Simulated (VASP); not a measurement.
Level of theory: PBEsol GGA, VASP's PBE PAW potentials (set 64) (plane waves; VASP).

VASP ran on this input.

KPOINTS:
```
Automatic mesh
0
Gamma
12 12 12
0 0 0
```

### POSCAR
```
YSi
1
    3.4974327932     0.0000000000    -0.0000000000
   -0.0000000000     3.4974327932    -0.0000000000
    0.0000000000     0.0000000000     3.4974327932
Y Si
1 1
Direct
  0.0000000000   0.0000000000   0.0000000000
  0.5000000000   0.5000000000   0.5000000000
```

### INCAR
```
! general
SYSTEM  = YSi
PREC    = Accurate
ENCUT   = 400   ! plane-wave cut-off (eV)
LREAL   = .FALSE.   ! projection in real space or not
LASPH   = .TRUE.

! electronic loop
EDIFF   = 1E-7   ! SCF stop (eV)
NELM    = 100
ALGO    = Normal
LMAXMIX = 4

! smearing
ISMEAR  = -5   ! tetrahedra, Bloechl

! functional
GGA     = PS   ! PBEsol

! ions
ISIF    = 2   ! forces and stress, cell fixed

! output
LWAVE   = .FALSE.
LCHARG  = .TRUE.
LORBIT  = 11
NEDOS   = 601   ! DOS grid
```

POTCAR, in this order: Y_sv Si (PBE.64 set). Program: vasp_std.

Output

File OSZICAR:
```
       N       E                     dE             d eps       ncg     rms          rms(c)
DAV:   1     0.270060084599E+02    0.27006E+02   -0.62887E+03  1856   0.101E+03
DAV:   2    -0.124243724776E+02   -0.39430E+02   -0.37584E+02  2169   0.185E+02
DAV:   3    -0.142087854721E+02   -0.17844E+01   -0.17170E+01  2583   0.281E+01
DAV:   4    -0.142741043657E+02   -0.65319E-01   -0.64645E-01  2387   0.553E+00
DAV:   5    -0.142760566567E+02   -0.19523E-02   -0.19139E-02  2594   0.749E-01    0.279E+01
DAV:   6    -0.135961955968E+02    0.67986E+00   -0.15205E+00  1968   0.738E+00    0.194E+01
DAV:   7    -0.135689269314E+02    0.27269E-01   -0.72566E-01  2631   0.511E+00    0.512E+00
DAV:   8    -0.135524254416E+02    0.16501E-01   -0.16097E-01  2021   0.258E+00    0.507E-01
DAV:   9    -0.135505451569E+02    0.18803E-02   -0.14844E-02  2071   0.778E-01    0.221E-01
DAV:  10    -0.135504280310E+02    0.11713E-03   -0.95367E-04  2081   0.292E-01    0.703E-02
DAV:  11    -0.135504412219E+02   -0.13191E-04   -0.10515E-04  2840   0.709E-02    0.487E-02
DAV:  12    -0.135504384146E+02    0.28072E-05   -0.80394E-06  2142   0.259E-02    0.145E-02
DAV:  13    -0.135504379968E+02    0.41784E-06   -0.13601E-06  2737   0.933E-03    0.377E-03
DAV:  14    -0.135504381907E+02   -0.19387E-06   -0.19919E-08  1233   0.131E-03    0.262E-04
DAV:  15    -0.135504382021E+02   -0.11487E-07   -0.34474E-09  1161   0.499E-04
   1 F= -.13550438E+02 E0= -.13550438E+02  d E =0.000000E+00
```

**OUTCAR**
```
------------------------ aborting loop because EDIFF is reached ----------------------------------------
  FORCE on cell =-STRESS in cart. coord.  units (eV):
  Direction    XX          YY          ZZ          XY          YZ          ZX
  --------------------------------------------------------------------------------------
  Total       -0.0486939     -0.0486939     -0.0486939     -0.0000000     -0.0000000     -0.0000000
  in kB       -1.8236327     -1.8236327     -1.8236327     -0.0000000     -0.0000000     -0.0000000
  external PRESSURE =      -1.8236327 kB  Pullay stress =       0.0000000 kB
  volume of cell :       42.78
      direct lattice vectors                 reciprocal lattice vectors
     3.497432793  0.000000000  0.000000000     0.285924007  0.000000000  0.000000000
     0.000000000  3.497432793  0.000000000     0.000000000  0.285924007  0.000000000
     0.000000000  0.000000000  3.497432793     0.000000000  0.000000000  0.285924007
 POSITION                                       TOTAL-FORCE (eV/Angst)
 -----------------------------------------------------------------------------------
      0.00000      0.00000      0.00000         0.000000      0.000000      0.000000
      1.74872      1.74872      1.74872         0.000000      0.000000      0.000000
 -----------------------------------------------------------------------------------
    total drift:                               -0.000000      0.000000      0.000000
  FREE ENERGIE OF THE ION-ELECTRON SYSTEM (eV)
  ---------------------------------------------------
  free  energy   TOTEN  =       -13.5504382021 eV

  energy  without entropy=      -13.5504382021  energy(sigma->0) =      -13.55043820

 total charge

# of ion       s       p       d       f       tot
--------------------------------------------------
    1        2.225   6.339   1.063   0.037   9.664
    2        0.815   0.816   0.000   0.000   1.631
--------------------------------------------------
tot          3.039   7.155   1.063   0.037  11.295
```
(Selected blocks of OUTCAR.)

File OUTCAR:
```
 val. band max:        5.8342074156   @ k =   0.5000   0.4167   0.1667

 cond. band min:       5.8424439756   @ k =   0.4167   0.0000   0.0000


 Fermi energy:         5.8625893167

 k-point     1 :       0.0000    0.0000    0.0000
  band No.  band energies     occupation
      1     -36.7076      2.00000
      2     -16.5882      2.00000
      3     -16.5882      2.00000
      4     -16.5882      2.00000
      5      -3.8754      2.00000
      6       4.7788      2.00000
      7       4.7788      2.00000
      8       7.3396      0.00000
      9       7.3396      0.00000
     10       7.3396      0.00000
     11       9.7274      0.00000

 k-point     2 :       0.0833    0.0000    0.0000
  band No.  band energies     occupation
      1     -36.7054      2.00000
      2     -16.6202      2.00000
      3     -16.5853      2.00000
      4     -16.5853      2.00000
      5      -3.7777      2.00000
      6       4.6069      2.00000
      7       4.8369      2.00000
      8       7.1558      0.00000
      9       7.1558      0.00000
     10       7.2759      0.00000
     11       9.7601      0.00000

 k-point     3 :       0.1667    0.0000    0.0000
  band No.  band energies     occupation
      1     -36.6994      2.00000
      2     -16.7064      2.00000
      3     -16.5774      2.00000
      4     -16.5774      2.00000
      5      -3.4937      2.00000
      6       3.9995      2.00000
      7       5.0056      2.00000
      8       6.7492      0.00000
      9       6.7492      0.00000
     10       7.4544      0.00000
     11       9.8520      0.00000

 k-point     4 :       0.2500    0.0000    0.0000
  band No.  band energies     occupation
      1     -36.6912      2.00000
      2     -16.8215      2.00000
      3     -16.5665      2.00000
      4     -16.5665      2.00000
      5      -3.0496      2.00000
      6       3.0578      2.00000
      7       5.2650      2.00000
      8       6.3128      0.00000
      9       6.3128      0.00000
...
```

For a metal the tetrahedron method with Blöchl corrections gives inexact stress and forces.

The structure was generated: YSi was put into the CsCl type (Pm-3m), which need not be its known phase. It was relaxed first. The electron count is odd and the run is not spin-polarised, which forces a metal.
